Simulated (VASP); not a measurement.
```yaml
crystal:
  lattice:
    - [0.00000, 2.37738, 2.37738]
    - [2.37738, 0.00000, 2.37738]
    - [2.37738, 2.37738, 0.00000]
  atoms:
    - { symbol: Ca, position: [0.00000, 0.00000, 0.00000] }
    - { symbol: O, position: [0.50000, 0.50000, 0.50000] }
```

Method: SCAN meta-GGA, VASP's PBE PAW potentials (set 64) (plane waves; VASP). Run with 520 eV cut-off, 9×9×9 Γ-centred mesh, Gaussian smearing of 0.050 eV, potentials Ca_sv O.

Question: Give the stress tensor in GPa (positive for a compressed cell).

Answer: 
```
3.59  0.00  0.00
0.00  3.59  0.00
0.00  0.00  3.59
```
The pressure is its mean diagonal, 3.59 GPa.

The compound is CaO in the rock salt structure. This cell is one point of a volume scan, at 0.97 of the reference volume.
